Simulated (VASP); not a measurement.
# KH7C3O3 (P1) in VASP: further runs

The runs below take KH7C3O3 through single point, with PBE.

All numbers are computed with VASP 6.6.1; they aren't measurements. Logs are shortened: lines on timing, memory, paths and dates and some standing lists are left out, and cuts for length are marked.

## Step 1: The crystal as given

The typed cell holds 28 atoms: a = 5.239 Å, b = 5.239 Å, c = 9.067 Å, α = 92.47°, β = 92.47°, γ = 87.77°.

## Step 2: Single point, PBE

The input, INCAR:

```
SYSTEM = KH7C3O3
  ALGO = Normal
  EDIFF = 1E-7
  ENCUT = 520
  GGA = PE
  ISIF = 2
  ISMEAR = -1
  LASPH = .True.
  LCHARG = .True.
  LELF = .True.
  LREAL = Auto
  LVHAR = .True.
  LWAVE = .False.
  NBANDS = 66
  NELM = 100
  PREC = Accurate
  SIGMA = 0.05
```

The input, KPOINTS:

```
k-points
0
Gamma
  2 2 1
  0 0 0
```

The input, POSCAR:

```
KH7C3O3
1.0
    3.7757000000     -3.6316000000      0.0000000000
    3.7757000000      3.6316000000      0.0000000000
   -0.5412360000      0.0000000000      9.0513320000
K H C O
2 14 6 6
Direct
    0.6086769350      0.8000801733      0.9456950645
    0.3032485103      0.2985123059      0.0952787943
    0.8010659083      0.1829636944      0.1363556215
    0.8336209559      0.2129854234      0.8472675624
    0.1236006163      0.7710838193      0.8319107066
    0.1540137288      0.8372662897      0.2625028007
    0.1109260672      0.3510681533      0.3245378691
    0.5407499056      0.9844386379      0.6809495000
    0.8904820503      0.4505382239      0.6896995934
    0.5451981623      0.0227287274      0.4113206763
    0.7878124208      0.3065369499      0.4094977402
    0.5585459227      0.2739330799      0.6296531825
    0.1950283402      0.4982280318      0.5650549554
    0.4343429037      0.7034254018      0.4263792335
    0.9184313700      0.7122137249      0.4747036127
    0.1703281861      0.0230928077      0.6119320339
    0.8898048017      0.4150829160      0.3240075604
    0.4934413466      0.1671388904      0.7208552288
    0.1131042748      0.4405907821      0.6939420629
    0.5673040243      0.8171938800      0.3542793481
    0.8394934608      0.6930566285      0.3550195706
    0.1897428506      0.1516879987      0.7221257601
    0.8034083127      0.3638499913      0.1783273445
    0.6229491745      0.2515977040      0.8608567225
    0.2314057088      0.6199672244      0.7902814746
    0.4635812091      0.8565209601      0.2062127431
    0.9599334974      0.8588485761      0.2497532960
    0.0720330213      0.0650663950      0.8437100749
```

Potentials or basis: VASP PAW PBE potentials, release 64 (K_sv, H, C, O).

Launch:

```
$ cat potpaw_PBE.64/K_sv/POTCAR potpaw_PBE.64/H/POTCAR potpaw_PBE.64/C/POTCAR potpaw_PBE.64/O/POTCAR > POTCAR
$ mpirun -np 1 vasp_std > vasp.out
```

OUTCAR:

```text
SYSTEM = KH7C3O3
   EDIFF = 1E-7
   ENCUT = 520
   GGA = PE
   ISIF = 2
   ISMEAR = -1
   LASPH = .True.
   LREAL = Auto
   NELM = 100
   PREC = Accurate

 ion  position               nearest neighbor table
   1  0.609  0.800  0.946-  26 2.51  24 2.52  25 2.56  18 2.89   2 3.28   2 3.48
   2  0.303  0.299  0.095-  26 2.66  23 2.73  24 2.76  23 2.76  28 2.79   1 3.28   1 3.48
   3  0.801  0.183  0.136-  23 1.01
   4  0.834  0.213  0.847-  24 1.13
   5  0.124  0.771  0.832-  25 1.02
   6  0.154  0.837  0.263-  27 1.02
   7  0.111  0.351  0.325-  17 1.19
   8  0.541  0.984  0.681-  18 1.03
   9  0.890  0.451  0.690-  19 1.16
  10  0.545  0.023  0.411-  20 1.18
  11  0.788  0.307  0.409-  17 1.14
  12  0.559  0.274  0.630-  18 1.09
  13  0.195  0.498  0.565-  19 1.31
  14  0.434  0.703  0.426-  20 1.17
  15  0.918  0.712  0.475-  21 1.15
  16  0.170  0.023  0.612-  22 1.18
  17  0.890  0.415  0.324-  11 1.14   7 1.19  23 1.40  21 1.49
  18  0.493  0.167  0.721-   8 1.03  12 1.09  24 1.47  22 1.60   1 2.89
  19  0.113  0.441  0.694-   9 1.16  13 1.31  25 1.40  22 1.58
  20  0.567  0.817  0.354-  14 1.17  10 1.18  26 1.45  21 1.54
  21  0.839  0.693  0.355-  15 1.15  17 1.49  27 1.49  20 1.54
  22  0.190  0.152  0.722-  16 1.18  28 1.39  19 1.58  18 1.60
  23  0.803  0.364  0.178-   3 1.01  17 1.40   2 2.73   2 2.76
  24  0.623  0.252  0.861-   4 1.13  18 1.47   1 2.52   2 2.76
  25  0.231  0.620  0.790-   5 1.02  19 1.40   1 2.56
  26  0.464  0.857  0.206-  20 1.45   1 2.51   2 2.66
  27  0.960  0.859  0.250-   6 1.02  21 1.49
  28  0.072  0.065  0.844-  22 1.39   2 2.79

  LATTYP: Found a base centered monoclinic cell.
 ALAT       =     7.5514000000
 B/A-ratio  =     0.9618348915
 C/A-ratio  =     1.2007706533
 COS(beta)  =    -0.0596896641

  Lattice vectors:

 A1 = (   3.7757000000,  -3.6316000000,   0.0000000000)
 A2 = (   3.7757000000,   3.6316000000,   0.0000000000)
 A3 = (  -0.5412360000,   0.0000000000,   9.0513320000)

Analysis of symmetry for initial positions (statically):
=====================================================================
 Subroutine PRICEL returns:
 Original cell was already a primitive cell.

 Routine SETGRP: Setting up the symmetry group for a
 base centered monoclinic supercell.

 Subroutine GETGRP returns: Found  1 space group operations
 (whereof  1 operations were pure point group operations)
 out of a pool of  4 trial point group operations.

The static configuration has the point symmetry C_1 .

Analysis of symmetry for dynamics (positions and initial velocities):
=====================================================================
 Subroutine PRICEL returns:
 Original cell was already a primitive cell.

 Routine SETGRP: Setting up the symmetry group for a
 base centered monoclinic supercell.

 Subroutine GETGRP returns: Found  1 space group operations
 (whereof  1 operations were pure point group operations)
 out of a pool of  4 trial point group operations.

The dynamic configuration has the point symmetry C_1 .

 Subroutine INISYM returns: Found  1 space group operations
 (whereof  1 operations are pure point group operations),
 and found     1 'primitive' translations

----------------------------------------------------------------------------------------

                                     Primitive cell

  volume of cell :     248.2207

  direct lattice vectors                    reciprocal lattice vectors
     3.775700000 -3.631600000  0.000000000     0.132425775 -0.137680361  0.007918569
     3.775700000  3.631600000  0.000000000     0.132425775  0.137680361  0.007918569
    -0.541236000  0.000000000  9.051332000     0.000000000  0.000000000  0.110480977

  length of vectors
     5.238743079  5.238743079  9.067499511     0.191194068  0.191194068  0.110480977

  position of ions in fractional coordinates (direct lattice)
     0.608676935  0.800080173  0.945695065
     0.303248510  0.298512306  0.095278794
     0.801065908  0.182963694  0.136355622
     0.833620956  0.212985423  0.847267562
[... 50 lines left out ...]
  energy-cutoff  :      520.00
  volume of cell :      248.22
 maximum number of plane-waves:      6715
 NGX is ok and might be reduce to    40
   NGX = 19   NGY = 19   NGZ = 33

 number of electron      92.0000001 magnetization

 Free energy of the ion-electron system (eV)
  ---------------------------------------------------
  ext. energy  EPLUGINS =         0.00000000
  ---------------------------------------------------
  free energy    TOTEN  =      -148.44169987 eV

  energy without entropy =     -148.44169987  energy(sigma->0) =     -148.44169987

 E-fermi :   1.7554     XC(G=0):  -8.6734

 val. band max:        0.6043027241   @ k =   0.0000   0.0000   0.0000
 cond. band min:       3.9294477727   @ k =   0.0000   0.0000   0.0000
 fundamental gap:      3.3251450485
 Fermi energy:         1.7554345059

 k-point     1 :       0.0000    0.0000    0.0000
  band No.  band energies     occupation
      1     -28.3308      2.00000
      2     -28.2026      2.00000
      3     -20.7393      2.00000
      4     -20.4708      2.00000
      5     -19.4628      2.00000
      6     -19.2281      2.00000
[... 50 lines left out ...]
     57       7.8383      0.00000
     58       8.1838      0.00000

 k-point     2 :       0.5000   -0.0000    0.0000
  band No.  band energies     occupation
      1     -28.3266      2.00000
      2     -28.2031      2.00000
      3     -20.7518      2.00000
      4     -20.3986      2.00000
      5     -19.3515      2.00000
      6     -19.1224      2.00000
[... 50 lines left out ...]
     57       8.0955      0.00000
     58       8.2137      0.00000

 k-point     3 :      -0.0000    0.5000    0.0000
  band No.  band energies     occupation
      1     -28.3166      2.00000
      2     -28.2144      2.00000
      3     -20.6708      2.00000
      4     -20.1936      2.00000
      5     -19.7868      2.00000
      6     -19.3400      2.00000
[... 50 lines left out ...]
     57       8.0711      0.00000
     58       8.4022      0.00000

 k-point     4 :       0.5000    0.5000    0.0000
  band No.  band energies     occupation
      1     -28.3139      2.00000
      2     -28.2135      2.00000
      3     -20.6893      2.00000
      4     -20.1976      2.00000
      5     -19.3938      2.00000
      6     -19.2251      2.00000
[... 50 lines left out ...]
     57       8.0222      0.00000
     58       8.2023      0.00000
 [bands above 58 left out]

------------------------ aborting loop because EDIFF is reached ----------------------------------------

  FORCE on cell =-STRESS in cart. coord.  units (eV):
  Direction    XX          YY          ZZ          XY          YZ          ZX
  --------------------------------------------------------------------------------------
  -------------------------------------------------------------------------------------
  Total       -3.9445359      1.9479687     -7.0438077      0.9458921     -1.6928341      4.6223340
  in kB      -25.4605934     12.5734536    -45.4653039      6.1054014    -10.9266495     29.8355417
  external PRESSURE =     -19.4508146 kB  Pullay stress =       0.0000000 kB

 VOLUME and BASIS-vectors are now :
 -----------------------------------------------------------------------------
  energy-cutoff  :      520.00
  volume of cell :      248.22
      direct lattice vectors                 reciprocal lattice vectors
     3.775700000 -3.631600000  0.000000000     0.132425775 -0.137680361  0.007918569
     3.775700000  3.631600000  0.000000000     0.132425775  0.137680361  0.007918569
    -0.541236000  0.000000000  9.051332000     0.000000000  0.000000000  0.110480977

 POSITION                                       TOTAL-FORCE (eV/Angst)
 -----------------------------------------------------------------------------------
      4.80720      0.69510      8.55980        -0.329966     -1.041544      0.298068
      2.22050     -0.01720      0.86240         0.209989      0.280123     -0.158881
      3.64160     -2.24470      1.23420         0.696899      0.210466      1.752067
      3.49310     -2.25390      7.66890        -1.459900      0.508063      0.354190
      2.92780      2.35140      7.52990         0.102739      0.136767     -0.845878
      3.60070      2.48130      2.37600        -0.011920      0.338564     -0.749204
[... 20 lines left out ...]
      6.73200     -0.36710      2.26060        -0.434894     -1.481504      1.320655
      0.06100     -0.02530      7.63670         0.406335      0.108344      0.199641
 -----------------------------------------------------------------------------------
    total drift:                                0.007105      0.001300     -0.011623

  FREE ENERGIE OF THE ION-ELECTRON SYSTEM (eV)
  ---------------------------------------------------
  free  energy   TOTEN  =      -148.4416998693 eV

  energy  without entropy=     -148.4416998692  energy(sigma->0) =     -148.44169987
```

Run time: 1.7 min. Hardware: 1 thread of Intel Xeon 6975P-C (Granite Rapids), shared host; peak memory 0.34 GiB.

What came out:

```yaml
Free_energy: -148.4417 eV
Pressure: -1.9 GPa
Largest_force: 3.567 eV/Å
Band_gap_on_the_k_mesh: 3.33 eV, direct
```

Forces in eV/Å, atoms in the order of the input:
```
K   -0.330 -1.042  0.298
K    0.210  0.280 -0.159
H    0.697  0.210  1.752
H   -1.460  0.508  0.354
H    0.103  0.137 -0.846
H   -0.012  0.339 -0.749
H   -0.827  1.957  1.135
H   -0.898 -2.995 -0.010
H    1.527 -0.641 -0.021
H   -0.410 -1.912 -0.179
H    0.804 -0.298 -0.787
H    0.227  0.900 -0.153
H   -2.063  0.111  2.748
H    0.810 -0.386 -0.808
H    0.394  0.479 -1.035
H    0.259  1.261  1.387
C   -0.484 -1.781 -0.161
C    0.280  1.093  1.872
C   -0.411  0.736 -3.466
C   -0.964  1.967 -0.639
C    2.368  1.474  0.931
C    2.783  0.168 -1.905
O   -1.258  0.172 -2.426
O    0.373 -0.551 -1.206
O   -0.834 -0.473  1.030
O   -0.857 -0.342  1.521
O   -0.435 -1.482  1.321
O    0.406  0.108  0.200
```

Caveat: the k mesh is coarse (spacing up to 0.69 Å⁻¹), so the values aren't converged; forces of over 1 eV/Å show positions far from the minimum, so gaps and moduli don't describe the material at rest. A hybrid or GW would open this gap; PBE tends to underestimate it.

## Step 3: Single point, PBE

The input, INCAR:

```
  PREC = Accurate
  ENCUT = 520
  EDIFF = 1E-7
  ISMEAR = -1
  SIGMA = 0.05
  LREAL = Auto
  LASPH = True
  NELM = 100
  ALGO = Normal
  ISIF = 2
  LWAVE = False
  LCHARG = False
  GGA = PE
  NBANDS = 66
```

The input, KPOINTS:

```
Automatic mesh
0
Gamma
  2 2 1
```

The input, POSCAR:

```
KH7C3O3
1.0
    3.7757000000     -3.6316000000      0.0000000000
    3.7757000000      3.6316000000      0.0000000000
   -0.5412360000      0.0000000000      9.0513320000
K H C O
2 14 6 6
Direct
    0.6168982085      0.7774610458      0.9586986755
    0.2929307057      0.3383927610      0.1095418884
    0.7853290458      0.1105575952      0.2130294193
    0.7971971166      0.1761760790      0.8779260334
    0.1726777240      0.7863741663      0.8242101825
    0.2199752225      0.8607120878      0.2282757941
    0.0178487478      0.3183223683      0.3713376109
    0.6134322830      0.9870417114      0.7279812518
    0.8862348022      0.5103123438      0.6816676264
    0.6023695391     -0.0582483703      0.4499669220
    0.6818136528      0.2714711040      0.3941298364
    0.5726822817      0.2853984399      0.6055683296
    0.0991075782      0.4416012449      0.5573433833
    0.4512860177      0.6596790125      0.4128895062
    0.9663651402      0.7383664619      0.4365103390
    0.1599534488      0.0218049743      0.6240628451
    0.8457846820      0.3755236400      0.3146387736
    0.4965106105      0.1713922054      0.7035760041
    0.0719258076      0.4379352800      0.6754585955
    0.5505889900      0.8016628968      0.3658246101
    0.8472466684      0.7030402580      0.3414746029
    0.2237651627      0.1739524080      0.7092326301
    0.7764563269      0.2808620985      0.1783273445
    0.6332373767      0.2785727661      0.8636187469
    0.2668209341      0.6451390308      0.7488179640
    0.4206218745      0.8753801078      0.2328276103
    0.9762185022      0.8243295277      0.2271267919
    0.1302942453      0.0993161640      0.8503499816
```

Potentials or basis: VASP PAW PBE potentials, release 64 (K_sv, H, C, O).

Launch:

```
$ cat potpaw_PBE.64/K_sv/POTCAR potpaw_PBE.64/H/POTCAR potpaw_PBE.64/C/POTCAR potpaw_PBE.64/O/POTCAR > POTCAR
$ mpirun -np 1 vasp_std > vasp.out
```

Run time: 2.5 min. Hardware: 1 thread of Intel Xeon 6975P-C (Granite Rapids), shared host; peak memory 0.34 GiB.

It converged, with:

| Item | Value |
| --- | --- |
| Free energy | -146.2146 eV |
| Pressure | 0.1 GPa |
| Largest force | 6.881 eV/Å |
| Band gap on the k mesh | 3.40 eV, indirect (least direct gap 3.62 eV) |

Forces on the atoms (eV/Å):
```
K    0.040 -0.414  0.281
K   -0.336  0.318 -0.398
H   -1.876 -2.292 -1.247
H    0.857  0.041 -0.846
H    0.111 -0.788 -1.991
H   -0.878  0.073  1.087
H    0.483 -2.037 -0.172
H   -0.534  1.561 -2.021
H   -1.803  1.482  1.330
H    0.379  1.769  0.569
H    3.004  0.049 -0.854
H   -1.352 -0.368  1.693
H    0.755  0.152 -0.486
H   -1.861 -0.520  1.055
H    0.105 -0.168  1.765
H    0.622  0.296  0.140
C   -0.168  4.726  4.405
C    4.289 -3.103  1.957
C    5.234 -4.458 -0.293
C    2.261 -1.851 -1.826
C   -2.583 -0.672 -3.054
C   -4.168  3.744  1.988
O    1.606  0.538 -1.808
O   -0.848  1.285 -1.272
O   -2.563  1.479  0.326
O    1.983 -1.027 -0.198
O   -2.467  1.252 -0.020
O   -0.292 -1.065 -0.110
```

Stress tensor (GPa, compression positive):
```
-0.59  0.26 -0.67
 0.26  0.84  0.50
-0.67  0.50 -0.07
```

Levels at points of the mesh, in eV from the valence-band top:
| k point | band 43 | band 44 | band 45 | band 46 | band 47 | band 48 | band 49 | band 50 |
| --- | --- | --- | --- | --- | --- | --- | --- | --- |
| (0.00, 0.00, 0.00) | -0.77 | -0.41 | -0.31 | -0.22 | 3.40 | 3.92 | 4.58 | 4.96 |
| (0.50, 0.00, 0.00) | -0.67 | -0.60 | -0.40 | -0.21 | 4.17 | 4.53 | 5.15 | 5.31 |
| (0.00, 0.50, 0.00) | -0.86 | -0.30 | -0.24 | -0.04 | 4.14 | 4.55 | 4.79 | 5.39 |
| (0.50, 0.50, 0.00) | -0.81 | -0.37 | -0.33 | 0.00 | 4.30 | 4.60 | 5.07 | 5.15 |

Caveat: the k mesh is coarse (spacing up to 0.69 Å⁻¹), so the values aren't converged; an odd mesh through Γ misses points on the zone boundary, where band edges often lie; forces of over 1 eV/Å show positions far from the minimum, so gaps and moduli don't describe the material at rest.

## Step 4: Single point, PBE

The input, INCAR:

```
SYSTEM = KH7C3O3
  PREC = Accurate
  ENCUT = 520
  EDIFF = 1E-6
  ISMEAR = -1
  SIGMA = 0.05
  LREAL = Auto
  LASPH = .TRUE.
  NELM = 80
  ALGO = Fast
  ISIF = 2
  LWAVE = .FALSE.
  LCHARG = .FALSE.
  GGA = PE
  NBANDS = 66
```

The input, KPOINTS:

```
Automatic mesh
0
G
  2 2 1
  0 0 0
```

The input, POSCAR:

```
KH7C3O3
1.0
    3.7757000000     -3.6316000000      0.0000000000
    3.7757000000      3.6316000000      0.0000000000
   -0.5412360000      0.0000000000      9.0513320000
K H C O
2 14 6 6
Direct
    0.6426209919      0.7384189873      0.9725750862
    0.2524103296      0.3815545085      0.1111549107
    0.8045582722      0.0254801799      0.1983906899
    0.8159495685      0.1669518815      0.8758489911
    0.2231157137      0.8247238204      0.8168852938
    0.2141568564      0.8104505011      0.2169293978
    0.0384048767      0.2838889608      0.3737460962
    0.5643169757      1.0001028552      0.6811815101
    0.9268323101      0.4600408133      0.6806953938
    0.5193246118      0.0548186089      0.4053547036
    0.7325774736      0.3120741142      0.4278928228
    0.5791547199      0.3314952861      0.6273441301
    0.2226472843      0.4756487161      0.5595640509
    0.4281465780      0.7428012757      0.4697540649
    0.9433165914      0.7488017770      0.4331406692
    0.1884854456      0.0592035863      0.6413089256
    0.8337427107      0.3583599593      0.3318738060
    0.5552291398      0.1857776584      0.7010238935
    0.1269160072      0.4880240588      0.6707410578
    0.5368108208      0.8381655955      0.3739560100
    0.8252121684      0.6801246037      0.3253664764
    0.2299720787      0.2102562510      0.7201481506
    0.8043559962      0.2251347163      0.1865139849
    0.6477587943      0.2686146154      0.8562828101
    0.2963949286      0.7073708070      0.7449953222
    0.3789163541      0.8500034783      0.2415445594
    0.8997625900      0.7269462006      0.1776755068
    0.1475479750      0.1306408266      0.8463174260
```

Launch:

```
$ cat potpaw_PBE.64/K_sv/POTCAR potpaw_PBE.64/H/POTCAR potpaw_PBE.64/C/POTCAR potpaw_PBE.64/O/POTCAR > POTCAR
$ mpirun -np 1 vasp_std > vasp.out
```

It took 1.8 min on 1 thread of Intel Xeon 6975P-C (Granite Rapids), shared host; peak memory 0.34 GiB.

The run converged. Its results:

- Free energy: -145.5965 eV
- Pressure: -0.2 GPa
- Largest force: 8.209 eV/Å
- Band gap on the k mesh: 2.87 eV, indirect (least direct gap 3.10 eV)

Forces on the atoms (eV/Å):
```
K   -0.193  0.620 -1.503
K   -0.457 -0.901 -0.473
H    1.233  0.323 -0.235
H    0.765  0.919 -0.658
H   -0.090  2.360  0.815
H   -4.314  2.565  0.316
H   -0.011  1.643 -0.375
H   -2.300 -4.259 -1.208
H    0.387  1.735  0.023
H   -0.227 -2.310  0.319
H   -1.192  0.443 -0.169
H    1.142 -0.224 -1.176
H   -0.823  1.561  0.601
H    1.465 -0.628 -1.553
H   -0.409 -0.200 -1.934
H   -0.685  0.508 -2.090
C    2.816 -1.162 -0.194
C    0.893  6.209  5.295
C    2.596 -4.515  0.071
C   -1.490  0.571  0.139
C   -1.214 -0.209  0.612
C    2.541 -0.112 -0.537
O   -0.895  1.085  1.547
O   -0.580 -1.634 -1.363
O   -3.494 -2.539 -2.091
O    4.275 -2.668 -0.834
O    0.722  0.607  3.839
O   -0.460  0.209  2.815
```

Stress tensor (GPa, compression positive):
```
 3.01 -1.33  0.42
-1.33 -3.12 -3.66
 0.42 -3.66 -0.61
```

Levels at points of the mesh, in eV from the valence-band top:
```csv
k point,band 42,band 43,band 44,band 45,band 46,band 47,band 48,band 49,band 50,band 51
"(0.00, 0.00, 0.00)",-1.73,-1.67,-1.63,-0.47,-0.23,2.87,3.76,4.47,5.11,5.19
"(0.50, 0.00, 0.00)",-1.80,-1.63,-1.26,-0.46,0.00,3.95,4.39,4.71,4.91,5.29
"(0.00, 0.50, 0.00)",-1.82,-1.61,-1.41,-0.39,-0.18,3.98,4.31,4.87,5.00,5.09
"(0.50, 0.50, 0.00)",-1.90,-1.46,-1.34,-0.25,0.00,3.88,4.42,5.04,5.12,5.45
```

Caveat: the k mesh is coarse (spacing up to 0.69 Å⁻¹), so the values aren't converged; an odd mesh through Γ misses points on the zone boundary, where band edges often lie; forces of over 1 eV/Å show positions far from the minimum, so gaps and moduli don't describe the material at rest. PBE gaps usually lie below the measured ones, often by a third to a half.
